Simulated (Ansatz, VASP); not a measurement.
**GeBiO4: VASP beside Ansatz**

INCAR

```
SYSTEM = GeBiO4
PREC     = Accurate       ! precision mode
ENCUT    = 520            ! plane-wave cutoff, eV
EDIFF    = 1E-6           ! SCF threshold, eV
ISMEAR   = 0              ! smearing method
SIGMA    = 0.1            ! smearing width, eV
LREAL    = .False.        ! projectors in reciprocal space
LASPH    = .True.         ! aspherical terms in the spheres
NELM     = 100            ! most SCF steps
ALGO     = Normal         ! electronic algorithm
ISIF     = 2              ! what is computed and relaxed
LWAVE    = .False.        ! write WAVECAR
LCHARG   = .False.        ! write CHGCAR
GGA      = PE             ! functional
NBANDS   = 36             ! bands
```

File KPOINTS:

```
regular mesh
0
Gamma
  4 4 4
  0 0 0
```

POSCAR

```
GeBiO4
1.0
    2.5307328500     -4.2490094900      0.0000000000
    2.5307328500      4.2490094900      0.0000000000
    0.0000000000      0.0000000000      4.0370788600
Ge Bi O
1 1 4
Direct
    0.0000000000      0.0000000000      0.5000000000
    0.5000000000      0.5000000000      0.0000000000
    0.1683163000      0.8316837000      0.0000000000
    0.8316837000      0.1683163000      0.0000000000
    0.0000000000      0.5000000000      0.5000000000
    0.5000000000      0.0000000000      0.5000000000
```

Input for Ansatz:

```yaml
crystal:
  lattice:
    - [2.53073285, -4.24900949, 0.0]
    - [2.53073285, 4.24900949, 0.0]
    - [0.0, 0.0, 4.03707886]
  atoms:
    - { symbol: Ge, position: [0.0, 0.0, 0.5] }
    - { symbol: Bi, position: [0.5, 0.5, 0.0] }
    - { symbol: O, position: [0.1683163, 0.8316837, 0.0] }
    - { symbol: O, position: [0.8316837, 0.1683163, 0.0] }
    - { symbol: O, position: [0.0, 0.5, 0.5] }
    - { symbol: O, position: [0.5, 0.0, 0.5] }
basis:
  ecutwfc: 420
kpoints:
  mp_grid: { grid: [4, 4, 4] }
hamiltonian:
  xc: pbe
scf:
  occupations: { method: gaussian, width: 0.1 }
  lower_state_search: "off"
output:
  forces: true
  stress: true
  eigenvalues: true
```

Change from the starting cell: species swapped into the GdAlNi4 type (Cmmm, No. 65).

Alike in both runs: task single point; functional PBE; k mesh 4 × 4 × 4; occupations gaussian, width 0.1 eV; no spin polarisation.

|  | VASP | Ansatz |
| --- | --- | --- |
| version | VASP 6.6.1 | Ansatz 0.2.0 |
| potentials or method | VASP PAW PBE potentials, release 64 (Ge_d, Bi_d, O) | scalar-relativistic, plane waves, PAW |
| plane-wave cutoff (eV) | 520 | 420 |
| valence electrons in the cell | 53 | 53 |

Ansatz gave:

| Property | Result |
| --- | --- |
| gap on the k mesh at the Fermi level (eV) | none |
| pressure (GPa) | -15.3 |
| largest component of the traceless stress (GPa) | 19.28 |
| rms of the force components (eV/Å) | 0.349 |

Task: Estimate VASP's values.

Result: gap on the k mesh at the Fermi level (eV): none; pressure (GPa): -15.4; largest component of the traceless stress (GPa): 19.23; rms of the force components (eV/Å): 0.346.

Atom by atom the forces differ by 0.003 eV/Å (rms over components). A gap of «none» marks a metal or a gap that the smearing closes. The functional is the same, so the differences come from potentials, cutoffs and numerics.

Caveats: the k mesh is coarse (spacing up to 0.39 Å⁻¹), so the values aren't converged; so large a pressure means that the cell lies far from this level's equilibrium, or that cutoff or potentials fall short (VASP); spin-orbit coupling is left out, which moves the levels of the heavy elements; an odd number of electrons without spin polarisation forces a metal; a magnetic or distorted state may lie lower.
